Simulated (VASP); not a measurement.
The input files of a VASP run:

**INCAR**
```
SYSTEM = TaZr3C4
PREC = Accurate
ENCUT = 520
EDIFF = 1E-6
NELM = 100
ALGO = Normal
LREAL = .FALSE.
LASPH = .TRUE.
ISMEAR = 1
SIGMA = 0.1
GGA = PS
LMAXMIX = 6
LWAVE = .FALSE.
LCHARG = .FALSE.
IBRION = 2
ISIF = 3
NSW = 60
EDIFFG = -0.02
```

**POSCAR**
```
TaZr3C4
1
   -0.0039920505     4.6086179794     4.6031959697
    4.6086179794    -0.0039920505     4.6031959697
    2.3023129644     2.3023129644    -0.0000000000
Zr C Ta
3 4 1
Direct
  0.0000000000   0.0000000000   0.0000000000
  0.0000000000   0.5000000000   0.0000000000
  0.5000000000   0.0000000000   0.0000000000
  0.2552069493   0.2552069493   0.4895861015
  0.2597960259   0.7402039741   0.5000000000
  0.7402039741   0.2597960259   0.5000000000
  0.7447930507   0.7447930507   0.5104138985
  0.5000000000   0.5000000000   0.0000000000
```

### KPOINTS
```
Regular mesh
0
gamma
 5 5 10
```

POTCAR, in this order: Zr_sv C Ta_pv (PBE.64 set). Program: vasp_std.

Question: Translate this PBEsol calculation to Ansatz.

Answer: One equivalent input (not run):
Ansatz 0.2 input:
```yaml
crystal:
  lattice:
    - [-0.0039921, 4.6086180, 4.6031960]
    - [4.6086180, -0.0039921, 4.6031960]
    - [2.3023130, 2.3023130, 0.0000000]
  atoms:
    - { symbol: Zr, position: [0.0000000, 0.0000000, 0.0000000] }
    - { symbol: Zr, position: [0.0000000, 0.5000000, 0.0000000] }
    - { symbol: Zr, position: [0.5000000, 0.0000000, 0.0000000] }
    - { symbol: C, position: [0.2552069, 0.2552069, 0.4895861] }
    - { symbol: C, position: [0.2597960, 0.7402040, 0.5000000] }
    - { symbol: C, position: [0.7402040, 0.2597960, 0.5000000] }
    - { symbol: C, position: [0.7447931, 0.7447931, 0.5104139] }
    - { symbol: Ta, position: [0.5000000, 0.5000000, 0.0000000] }
kpoints:
  mp_grid: { grid: [5, 5, 10] }
hamiltonian:
  xc: pbesol
  pseudopotentials: { kind: paw }
scf:
  occupations: { method: methfessel_paxton, width: 0.1 }
  max_iter: 100
relax:
  max_steps: 60
  f_tol: 0.02
  cell: {}
output: { forces: true, stress: true, eigenvalues: true }
```
What does not carry over: each code has its own PAW files, so the cut-off isn't converted (ENCUT is set for VASP's; basis.ecutwfc is left out, and Ansatz then takes the one that its files recommend); Ansatz stops its SCF on the density residual and VASP on the energy change (EDIFF).

The structure was generated: TaZr3C4 was put into an ordered model structure (Cmmm), which need not be its known phase. This run relaxes it. Symmetry was kept, so distortions that lower it aren't found. The start is the result of an earlier pass.
